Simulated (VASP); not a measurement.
Data:

```
Al2Au
1.0
    0.00000     2.94274     2.94274
    2.94274     0.00000     2.94274
    2.94274     2.94274     0.00000
Al Au
2 1
Direct
  0.25000   0.25000   0.25000
  0.75000   0.75000   0.75000
  0.00000   0.00000   0.00000
```

Computed with LDA (Ceperley-Alder, Perdew-Zunger), VASP's LDA PAW potentials (set 64) (plane waves; VASP 6.6.1). Run with 500 eV cut-off, 9×9×9 Γ-centred mesh, first-order Methfessel-Paxton smearing of 0.10 eV, potentials Al Au.

Energy and stress use the plane-wave basis of the starting cell.

Question: The ions, cell shape and volume at an external pressure of 10.0 GPa are relaxed. Give the cell that the relaxation ends in.

Answer: 
```
Al2Au
1.0
    0.00000     2.91139     2.91139
    2.91139     0.00000     2.91139
    2.91139     2.91139     0.00000
Al Au
2 1
Direct
  0.25000   0.25000   0.25000
  0.75000   0.75000   0.75000
  0.00000   0.00000   0.00000
```
Space group Fm-3m (225), at a tolerance of 0.03 Å.

Question: How do energy and volume change from the first to the last step?

Answer: The energy (σ→0) changes by +24.7 meV/atom and the volume by -3.2 %, in 3 ionic steps.

The compound is AuAl2 in the fluorite structure. This run relaxes it under an external pressure of 10 GPa. Symmetry was kept, so distortions that lower it aren't found. The electron count is odd and the run is not spin-polarised, which forces a metal.
